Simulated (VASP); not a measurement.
Computed with LDA (Ceperley-Alder, Perdew-Zunger), VASP's LDA PAW potentials (set 64) (plane waves; VASP).

VASP ran on this input.

**INCAR**
```
ALGO  =  Normal
CSHIFT  =  0.1
EDIFF  =  1E-7
ENCUT  =  520
ISMEAR  =  0
LASPH  =  .TRUE.
LCHARG  =  .FALSE.
LOPTICS  =  .TRUE.
LREAL  =  .FALSE.
LWAVE  =  .FALSE.
NBANDS  =  60
NEDOS  =  1001
NELM  =  100
PREC  =  Accurate
SIGMA  =  0.01
SYSTEM  =  SiO2
```

File KPOINTS:
```
K-points
0
Gamma
 7 7 11
0 0 0
```

### POSCAR
```
SiO2
1
    4.1567994890     0.0000000000     0.0000000000
    0.0000000000     4.1567994890     0.0000000000
    0.0000000000     0.0000000000     2.6655413395
Si O
2 4
Direct
  0.0000000000   0.0000000000   0.0000000000
  0.5000000000   0.5000000000   0.5000000000
  0.3053900631   0.3053900631   0.0000000000
  0.8053900631   0.1946099369   0.5000000000
  0.1946099369   0.8053900631   0.5000000000
  0.6946099369   0.6946099369   0.0000000000
```

POTCAR, in this order: Si O (LDA.64 set). Program: vasp_std.

What VASP printed:

**OUTCAR**
```
 ion  position               nearest neighbor table
   1  0.000  0.000  0.000-   4 1.76   5 1.76   4 1.76   5 1.76   3 1.80   6 1.80
   2  0.500  0.500  0.500-   3 1.76   6 1.76   3 1.76   6 1.76   5 1.80   4 1.80
   3  0.305  0.305  0.000-   2 1.76   2 1.76   1 1.80
   4  0.805  0.195  0.500-   1 1.76   1 1.76   2 1.80
   5  0.195  0.805  0.500-   1 1.76   1 1.76   2 1.80
   6  0.695  0.695  0.000-   2 1.76   2 1.76   1 1.80
  LATTYP: Found a simple tetragonal cell.
 ALAT       =     4.1567994890
 C/A-ratio  =     0.6412484765
 Subroutine PRICEL returns:
 Original cell was already a primitive cell.
 Subroutine GETGRP returns: Found 16 space group operations
The static configuration has the point symmetry D_2h.
 The point group associated with its full space group is D_4h.
The dynamic configuration has the point symmetry D_2h.
 Subroutine INISYM returns: Found 16 space group operations
 Subroutine IBZKPT returns following result:
 Found     60 irreducible k-points:

 Following reciprocal coordinates:
            Coordinates               Weight
  0.000000  0.000000  0.000000      1.000000
  0.142857  0.000000  0.000000      4.000000
  0.285714  0.000000  0.000000      4.000000
  0.428571  0.000000  0.000000      4.000000
  0.142857  0.142857  0.000000      4.000000
  0.285714  0.142857  0.000000      8.000000
  0.428571  0.142857  0.000000      8.000000
  0.285714  0.285714  0.000000      4.000000
  0.428571  0.285714  0.000000      8.000000
  0.428571  0.428571  0.000000      4.000000
  0.000000  0.000000  0.090909      2.000000
  0.142857  0.000000  0.090909      8.000000
  0.285714  0.000000  0.090909      8.000000
  0.428571  0.000000  0.090909      8.000000
  0.142857  0.142857  0.090909      8.000000
  0.285714  0.142857  0.090909     16.000000
  0.428571  0.142857  0.090909     16.000000
  0.285714  0.285714  0.090909      8.000000
...
```

OSZICAR:
```
       N       E                     dE             d eps       ncg     rms          rms(c)
DAV:   1     0.144094322708E+03    0.14409E+03   -0.14122E+04  7272   0.516E+02
DAV:   2    -0.509243277720E+02   -0.19502E+03   -0.18519E+03  8608   0.176E+02
DAV:   3    -0.568721862466E+02   -0.59479E+01   -0.58823E+01  8504   0.256E+01
DAV:   4    -0.568920643043E+02   -0.19878E-01   -0.19875E-01  8336   0.160E+00
DAV:   5    -0.568921276351E+02   -0.63331E-04   -0.63330E-04  8292   0.881E-02    0.180E+01
DAV:   6    -0.520560276604E+02    0.48361E+01   -0.24389E+00  7952   0.102E+01    0.787E+00
DAV:   7    -0.520099622770E+02    0.46065E-01   -0.50216E-01  8640   0.254E+00    0.331E+00
DAV:   8    -0.519740114998E+02    0.35951E-01   -0.24020E-02  7964   0.687E-01    0.772E-01
DAV:   9    -0.519704667342E+02    0.35448E-02   -0.12295E-03  8288   0.195E-01    0.185E-01
DAV:  10    -0.519704766449E+02   -0.99106E-05   -0.15690E-04  8200   0.493E-02    0.746E-02
DAV:  11    -0.519704788813E+02   -0.22364E-05   -0.46364E-06  8752   0.814E-03    0.193E-02
DAV:  12    -0.519704787158E+02    0.16545E-06   -0.32334E-07  8092   0.281E-03    0.385E-03
DAV:  13    -0.519704787173E+02   -0.14929E-08   -0.46620E-08  4788   0.804E-04
   1 F= -.51970479E+02 E0= -.51970479E+02  d E =-.935469E-48
 imaginary and real dielectric function
```

OUTCAR:
```
------------------------ aborting loop because EDIFF is reached ----------------------------------------
  FORCE on cell =-STRESS in cart. coord.  units (eV):
  Direction    XX          YY          ZZ          XY          YZ          ZX
  --------------------------------------------------------------------------------------
  Total        0.0051486      0.0051486      0.1081425     -0.0000000      0.0000000      0.0000000
  in kB        0.1791007      0.1791007      3.7618672     -0.0000000      0.0000000      0.0000000
  external PRESSURE =       1.3733562 kB  Pullay stress =       0.0000000 kB
  volume of cell :       46.06
      direct lattice vectors                 reciprocal lattice vectors
     4.156799489  0.000000000  0.000000000     0.240569699  0.000000000  0.000000000
     0.000000000  4.156799489  0.000000000     0.000000000  0.240569699  0.000000000
     0.000000000  0.000000000  2.665541339     0.000000000  0.000000000  0.375158316
 POSITION                                       TOTAL-FORCE (eV/Angst)
 -----------------------------------------------------------------------------------
      0.00000      0.00000      0.00000         0.000000      0.000000      0.000000
      2.07840      2.07840      1.33277         0.000000      0.000000      0.000000
      1.26945      1.26945      0.00000         0.008046      0.008046      0.000000
      3.34785      0.80895      1.33277         0.008046     -0.008046      0.000000
      0.80895      3.34785      1.33277        -0.008046      0.008046      0.000000
      2.88735      2.88735      0.00000        -0.008046     -0.008046     -0.000000
 -----------------------------------------------------------------------------------
    total drift:                                0.000000      0.000000      0.000000
  FREE ENERGIE OF THE ION-ELECTRON SYSTEM (eV)
  ---------------------------------------------------
  free  energy   TOTEN  =       -51.9704787173 eV

  energy  without entropy=      -51.9704787173  energy(sigma->0) =      -51.97047872

 plasma frequency squared (from intraband transitions) (eV^2)
  --------------------------------------------------------------------------------------
       0.000      -0.000       0.000
      -0.000       0.000       0.000
       0.000       0.000       0.000

 plasma frequency squared (from interband transitions, int dw w eps(2)(w)) (eV^2)
  --------------------------------------------------------------------------------------
     705.727       0.000       0.000       0.000       0.000       0.000
       0.000      -0.000     705.727       0.000       0.000       0.000
       0.000       0.000       0.000       0.000     711.916       0.000
```
(Selected blocks of OUTCAR.)

### OUTCAR
```
 val. band max:        8.2672204891   @ k =   0.0000   0.0000   0.0000

 cond. band min:      14.0293452289   @ k =   0.0000   0.0000   0.0000


 Fermi energy:         8.3667812949

 k-point     1 :       0.0000    0.0000    0.0000
  band No.  band energies     occupation
      1     -14.2677      2.00000
      2     -10.4622      2.00000
      3     -10.4622      2.00000
      4     -10.1820      2.00000
      5      -2.7601      2.00000
      6       1.6833      2.00000
      7       1.6833      2.00000
      8       1.7584      2.00000
      9       2.7067      2.00000
     10       3.0527      2.00000
     11       5.0332      2.00000
     12       5.0332      2.00000
     13       5.7080      2.00000
     14       7.3594      2.00000
     15       7.3594      2.00000
     16       8.2672      2.00000
     17      14.0293      0.00000
     18      14.6802      0.00000
     19      16.5913      0.00000
     20      16.5913      0.00000
     21      18.9859      0.00000
     22      19.6385      0.00000
     23      22.5211      0.00000
     24      22.5211      0.00000
     25      23.8779      0.00000
     26      23.9588      0.00000
     27      24.6332      0.00000
     28      25.6492      0.00000
     29      26.0270      0.00000
     30      26.0289      0.00000
     31      26.0289      0.00000
     32      29.5511      0.00000
     33      29.9533      0.00000
     34      32.1717      0.00000
     35      32.1717      0.00000
     36      34.5331      0.00000
     37      34.5331      0.00000
     38      35.2481      0.00000
     39      35.9906      0.00000
     40      36.0661      0.00000
     41      37.0601      0.00000
     42      37.0601      0.00000
     43      37.0882      0.00000
     44      39.8459      0.00000
     45      39.8459      0.00000
     46      40.8700      0.00000
     47      41.8908      0.00000
     48      46.1182      0.00000
     49      46.7286      0.00000
     50      46.7286      0.00000
     51      47.7962      0.00000
...
```

The compound is SiO2 in the rutile structure, stishovite, a high-pressure form. It was relaxed first.
